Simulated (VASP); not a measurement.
Write the native input for VASP 6.6.1 that does the following.

```
Task                   : single point
Functional             : PBE
Potentials or basis    : VASP PAW PBE potentials, release 64 (Li_sv, Re)
Cutoff                 : 520 eV
k mesh                 : 4 × 4 × 4
Occupations            : gaussian, width 0.1 eV
Spin                   : no spin polarisation
Dipole correction      : no
Further INCAR settings : ALGO = Normal; EDIFF = 1e-07; NBANDS = 20
```

The structure of LiRe3 lies in POSCAR:

```
LiRe3
1.0
    0.0000000000      3.0528810000      3.0528810000
    3.0528810000      0.0000000000      3.0528810000
    3.0528810000      3.0528810000      0.0000000000
Li Re
1 3
Direct
    0.0000000000      0.0000000000      0.0000000000
    0.7500000000      0.7500000000      0.7500000000
    0.2500000000      0.2500000000      0.2500000000
    0.5000000000      0.5000000000      0.5000000000
```

The cell comes from a database or a generator and needn't be the stable form of this composition.

These files were run (other wordings do the same):

INCAR

```
PREC = Accurate ; ENCUT = 520
EDIFF = 1E-7 ; ISMEAR = 0
SIGMA = 0.1 ; LREAL = False
LASPH = True ; NELM = 60
ALGO = Normal ; ISIF = 2
LWAVE = False ; LCHARG = False
GGA = PE ; NBANDS = 20
```

KPOINTS

```
regular mesh
0
Gamma
  4 4 4
```

Potentials or basis: VASP PAW PBE potentials, release 64 (Li_sv, Re).

Run with:

```bash
$ cat potpaw_PBE.64/Li_sv/POTCAR potpaw_PBE.64/Re/POTCAR > POTCAR
$ mpirun -np 1 vasp_std > vasp.out
```

It gave:

The band gap on the k mesh is none (metal or under the smearing width).

Caveat: the k mesh is coarse (spacing up to 0.45 Å⁻¹), so the values aren't converged.

Wall time 10 s on 1 thread of AMD EPYC 9R45 (Zen 5), with other jobs on the host, peak memory 0.14 GiB.
